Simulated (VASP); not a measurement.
Output of a VASP run:

### OUTCAR
```
 ion  position               nearest neighbor table
   1  0.333  0.667  0.250-   2 3.39   2 3.39   2 3.39   2 3.39   2 3.39   2 3.39
   2  0.667  0.333  0.750-   1 3.39   1 3.39   1 3.39   1 3.39   1 3.39   1 3.39
  LATTYP: Found a hexagonal cell.
 ALAT       =     3.4986621693
 C/A-ratio  =     1.5578346816
 Subroutine PRICEL returns:
 Original cell was already a primitive cell.
 Subroutine GETGRP returns: Found 24 space group operations
The static configuration has the point symmetry D_3d.
 The point group associated with its full space group is D_6h.
The dynamic configuration has the point symmetry D_3d.
 Subroutine INISYM returns: Found 24 space group operations
 Subroutine IBZKPT returns following result:
 Found    105 irreducible k-points:

 Following reciprocal coordinates:
            Coordinates               Weight
  0.000000  0.000000  0.000000      1.000000
  0.076923  0.000000  0.000000      6.000000
  0.153846  0.000000  0.000000      6.000000
  0.230769  0.000000  0.000000      6.000000
  0.307692  0.000000  0.000000      6.000000
  0.384615  0.000000  0.000000      6.000000
  0.461538 -0.000000  0.000000      6.000000
  0.076923  0.076923  0.000000      6.000000
  0.153846  0.076923  0.000000     12.000000
  0.230769  0.076923  0.000000     12.000000
  0.307692  0.076923  0.000000     12.000000
  0.384615  0.076923  0.000000     12.000000
  0.461538  0.076923  0.000000      6.000000
  0.153846  0.153846  0.000000      6.000000
  0.230769  0.153846  0.000000     12.000000
  0.307692  0.153846  0.000000     12.000000
  0.384615  0.153846  0.000000     12.000000
  0.230769  0.230769  0.000000      6.000000
  0.307692  0.230769  0.000000     12.000000
  0.384615  0.230769  0.000000      6.000000
  0.307692  0.307692  0.000000      6.000000
  0.000000  0.000000  0.125000      2.000000
  0.076923  0.000000  0.125000     12.000000
  0.153846  0.000000  0.125000     12.000000
  0.230769  0.000000  0.125000     12.000000
  0.307692  0.000000  0.125000     12.000000
  0.384615  0.000000  0.125000     12.000000
  0.461538 -0.000000  0.125000     12.000000
  0.076923  0.076923  0.125000     12.000000
  0.153846  0.076923  0.125000     24.000000
  0.230769  0.076923  0.125000     24.000000
  0.307692  0.076923  0.125000     24.000000
  0.384615  0.076923  0.125000     24.000000
  0.461538  0.076923  0.125000     12.000000
  0.153846  0.153846  0.125000     12.000000
  0.230769  0.153846  0.125000     24.000000
  0.307692  0.153846  0.125000     24.000000
  0.384615  0.153846  0.125000     24.000000
  0.230769  0.230769  0.125000     12.000000
  0.307692  0.230769  0.125000     24.000000
   k-points           NKPTS =    105   k-points in BZ     NKDIM =    105   number of bands    NBANDS=     13
   number of dos      NEDOS =    601   number of ions     NIONS =      2
   total plane-waves  NPLWV =  32928
   dimension x,y,z NGX =    28 NGY =   28 NGZ =   42
   dimension x,y,z NGXF=    56 NGYF=   56 NGZF=   84
   ions per type =               2
   PREC   = accura    normal or accurate (medium, high low for compatibility)
   ISTART =      0    job   : 0-new  1-cont  2-samecut
   ICHARG =      2    charge: 1-file 2-atom 10-const
   ISPIN  =      1    spin polarized calculation?
   LNONCOLLINEAR =      F non collinear calculations
   LSORBIT =      F    spin-orbit coupling
   INIWAV =      1    electr: 0-lowe 1-rand  2-diag
   ENCUT  =  520.0 eV  38.22 Ry    6.18 a.u.   6.51  6.51 10.13*2*pi/ulx,y,z
   NELM   =    100;   NELMIN=  2; NELMDL= -5     # of ELM steps
   EDIFF  = 0.1E-06   stopping-criterion for ELM
   LREAL  =      F    real-space projection
   NLSPLINE    = F    spline interpolate recip. space projectors
   LMAXMIX     =    6 max onsite mixed and CHGCAR
   VOSKOWN=      0    Vosko Wilk Nusair interpolation
   EDIFFG = 0.1E-05   stopping-criterion for IOM
   NSW    =      0    number of steps for IOM
...
```

File OSZICAR:
```
       N       E                     dE             d eps       ncg     rms          rms(c)
DAV:   1    -0.176084744730E+02   -0.17608E+02   -0.89203E+03  4500   0.154E+03
DAV:   2    -0.747567324739E+02   -0.57148E+02   -0.56144E+02  4674   0.752E+02
DAV:   3    -0.772502389705E+02   -0.24935E+01   -0.24124E+01  4916   0.725E+01
DAV:   4    -0.773500841020E+02   -0.99845E-01   -0.96540E-01  5063   0.101E+01
DAV:   5    -0.773562836084E+02   -0.61995E-02   -0.60327E-02  4551   0.187E+00    0.315E+01
DAV:   6    -0.758985555019E+02    0.14577E+01   -0.51034E-01  4325   0.177E+01    0.166E+01
DAV:   7    -0.745154914920E+02    0.13831E+01   -0.47720E-01  4946   0.128E+01    0.566E-01
DAV:   8    -0.758041070704E+02   -0.12886E+01   -0.45246E-01  5095   0.838E+00    0.281E+00
DAV:   9    -0.756902031167E+02    0.11390E+00   -0.62673E-02  4437   0.356E+00    0.813E-01
DAV:  10    -0.756773574438E+02    0.12846E-01   -0.17827E-03  4554   0.771E-01    0.844E-01
DAV:  11    -0.756869029641E+02   -0.95455E-02   -0.10754E-02  4287   0.141E+00    0.345E-01
DAV:  12    -0.756760490254E+02    0.10854E-01   -0.24412E-02  4173   0.176E+00    0.138E-01
DAV:  13    -0.756779925337E+02   -0.19435E-02   -0.10856E-03  4385   0.540E-01    0.929E-02
DAV:  14    -0.756782336410E+02   -0.24111E-03   -0.78366E-05  4304   0.125E-01    0.155E-01
DAV:  15    -0.756781698031E+02    0.63838E-04   -0.21089E-04  4594   0.223E-01    0.723E-02
DAV:  16    -0.756781801925E+02   -0.10389E-04   -0.12797E-05  4537   0.541E-02    0.848E-02
DAV:  17    -0.756781783414E+02    0.18511E-05   -0.21465E-06  4556   0.210E-02    0.859E-02
DAV:  18    -0.756781594773E+02    0.18864E-04   -0.39438E-05  4275   0.674E-02    0.111E-02
DAV:  19    -0.756781577750E+02    0.17023E-05   -0.13445E-06  4627   0.218E-02    0.134E-02
DAV:  20    -0.756781498559E+02    0.79191E-05   -0.45432E-06  3868   0.179E-02    0.670E-03
DAV:  21    -0.756781490615E+02    0.79443E-06   -0.21892E-06  4265   0.165E-02    0.788E-03
DAV:  22    -0.756781473426E+02    0.17188E-05   -0.32504E-07  3305   0.762E-03    0.515E-03
DAV:  23    -0.756781455724E+02    0.17702E-05   -0.10284E-07  1974   0.645E-03    0.121E-03
DAV:  24    -0.756781451657E+02    0.40671E-06   -0.38239E-08  1785   0.958E-03    0.755E-04
DAV:  25    -0.756781446608E+02    0.50493E-06   -0.30960E-08  1765   0.435E-03    0.190E-04
DAV:  26    -0.756781449514E+02   -0.29067E-06   -0.27512E-08  1770   0.705E-03    0.118E-04
DAV:  27    -0.756781448652E+02    0.86221E-07   -0.20618E-08  1710   0.429E-03
   1 F= -.75678145E+02 E0= -.75678145E+02  d E =0.000000E+00
       N       E                     dE             ncg
```

### OUTCAR
```
------------------------ aborting loop because EDIFF is reached ----------------------------------------
  FORCE on cell =-STRESS in cart. coord.  units (eV):
  Direction    XX          YY          ZZ          XY          YZ          ZX
  --------------------------------------------------------------------------------------
  Total        0.0565767      0.0565767      0.0173272      0.0000000      0.0000000      0.0000000
  in kB        1.5688818      1.5688819      0.4804857      0.0000000      0.0000000      0.0000000
  external PRESSURE =       1.2060832 kB  Pullay stress =       0.0000000 kB
  volume of cell :       57.78
      direct lattice vectors                 reciprocal lattice vectors
     1.749331047 -3.029930339  0.000000000     0.285823544 -0.165020296  0.000000000
     1.749331047  3.029930339  0.000000000     0.285823544  0.165020296  0.000000000
     0.000000000  0.000000000  5.450337267     0.000000000  0.000000000  0.183474884
 POSITION                                       TOTAL-FORCE (eV/Angst)
 -----------------------------------------------------------------------------------
      1.74933      1.00998      1.36258        -0.000000      0.000000      0.000000
      1.74933     -1.00998      4.08775         0.000000     -0.000000      0.000000
 -----------------------------------------------------------------------------------
    total drift:                                0.000000      0.000069     -0.000011
  FREE ENERGIE OF THE ION-ELECTRON SYSTEM (eV)
  ---------------------------------------------------
  free  energy   TOTEN  =       -75.6781448652 eV

  energy  without entropy=      -75.6781448652  energy(sigma->0) =      -75.67814487

 total charge

# of ion       s       p       d       tot
------------------------------------------
    1        0.495   6.476   0.912   7.883
    2        0.495   6.476   0.912   7.883
--------------------------------------------------
tot          0.989  12.953   1.825  15.767
```
(Selected blocks of OUTCAR.)

POSCAR:
```
Lu
1
    1.7493310471    -3.0299303395     0.0000000000
    1.7493310471     3.0299303395     0.0000000000
   -0.0000000000     0.0000000000     5.4503372665
Lu
2
Direct
  0.3333330000   0.6666670000   0.2500000000
  0.6666670000   0.3333330000   0.7500000000
```

Task: Reconstruct the remaining input files.

Result: Several could match; the one computed here: the input of the run itself, r2SCAN+rVV10, plane waves, VASP's PBE PAW potentials (set 64).

**KPOINTS_OPT**
```
k-points along high-symmetry lines
6
Line-mode
Reciprocal
  0.000000   0.000000   0.000000 ! GAMMA
 -0.000000   0.500000   0.000000 ! M

 -0.000000   0.500000   0.000000 ! M
 -0.333333   0.666667   0.000000 ! K

 -0.333333   0.666667   0.000000 ! K
  0.000000   0.000000   0.000000 ! GAMMA

  0.000000   0.000000   0.000000 ! GAMMA
  0.000000   0.000000   0.500000 ! A

  0.000000   0.000000   0.500000 ! A
 -0.000000   0.500000   0.500000 ! L

 -0.000000   0.500000   0.500000 ! L
 -0.333333   0.666667   0.500000 ! H

 -0.333333   0.666667   0.500000 ! H
  0.000000   0.000000   0.500000 ! A

 -0.000000   0.500000   0.500000 ! L
 -0.000000   0.500000   0.000000 ! M

 -0.333333   0.666667   0.500000 ! H
 -0.333333   0.666667   0.000000 ! K
```

### KPOINTS
```
Automatic mesh
0
Gamma
13 13 8
0 0 0
```

INCAR:
```
PREC = Accurate
METAGGA = R2SCAN
EDIFF = 1E-7   # SCF stop (eV)
SYSTEM = Lu
ISMEAR = -5   # tetrahedra, Bloechl
LMIXTAU = .TRUE.
BPARAM = 11.95
CPARAM = 0.0093
ENCUT = 520   # plane-wave cut-off (eV)
LWAVE = .FALSE.
LASPH = .TRUE.   # aspherical one-centre terms
NEDOS = 601
NELM = 100   # most electronic steps
ALGO = Normal
LREAL = .FALSE.   # projection in real space or not
ISIF = 2
LCHARG = .FALSE.
LUSE_VDW = .TRUE.
LORBIT = 11   # lm-projected
LMAXMIX = 6
```

POTCAR, in this order: Lu_3 (PBE.64 set). Program: vasp_std.

For a metal the tetrahedron method with Blöchl corrections gives inexact stress and forces.

The compound is Lu in the hcp structure. It was relaxed first.
